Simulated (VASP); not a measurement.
Input:

```xyz
2
Lattice="0.0000 2.6670 2.6670 2.6670 0.0000 2.6670 2.6670 2.6670 0.0000" Properties=species:S:1:pos:R:3 pbc="T T T"
Li     2.6670     2.6670     0.0000
Br     2.6670     2.6670     2.6670
```

Method: HSEsol screened hybrid, VASP's PBE PAW potentials (set 64) (plane waves; VASP). Run with 520 eV cut-off, 6×6×6 Γ-centred mesh, Gaussian smearing of 0.050 eV, potentials Li_sv Br.

Problem. Estimate the energy per atom (σ→0), pressure, band gap (on the k-mesh) with the smallest direct gap where there is one.

Solution. 
The band gap (on the k-mesh) is 6.48 eV. The smallest direct gap (on the k-mesh) is 6.48 eV and the energy per atom (σ→0) is -3.920 eV/atom. The pressure comes out as 1.19 GPa.

Only differences to runs with the same potentials and settings are physical.

The compound is LiBr in the rock salt structure. This cell is one point of a volume scan, at 0.91 of the reference volume. The cell's shape comes from a PBE relaxation.
